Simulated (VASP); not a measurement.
ZnS (wurtzite): the lattice constant a from VASP (plane waves, PAW) at several levels of theory. Static lattice.  The measured value holds thermal and zero-point effects that the static calculation lacks.

```csv
level,lattice constant a (Å),error against measurement
LDA,3.743,-2.1 %
PBE,3.850,+0.7 %
PBEsol,3.788,-0.9 %
SCAN,3.791,-0.8 %
r2SCAN,3.808,-0.4 %
r2SCAN+rVV10,3.794,-0.8 %
```

Measured: 3.823 Å (as given by Kisi, Elcombe, Acta Cryst. C 45, 1867 (1989), by the Crystallography Open Database).

The cell of the LDA run:

```xyz
4
Lattice="1.8713 -3.2412 0.0000 1.8713 3.2412 0.0000 0.0000 0.0000 6.1492" Properties=species:S:1:pos:R:3 pbc="T T T"
Zn     1.8713    -1.0804     3.0786
Zn     1.8713     1.0804     0.0040
S      1.8713    -1.0804     5.3766
S      1.8713     1.0804     2.3020
```

Only levels that ran to the end are used. Left out are those held back, those with too coarse a band path, GW runs whose mesh misses a band edge, hybrids' fits of cells that aren't cubic and levels without matching references; a question may draw on a part of the rest.

The compound is ZnS in the wurtzite structure, the high-temperature form.
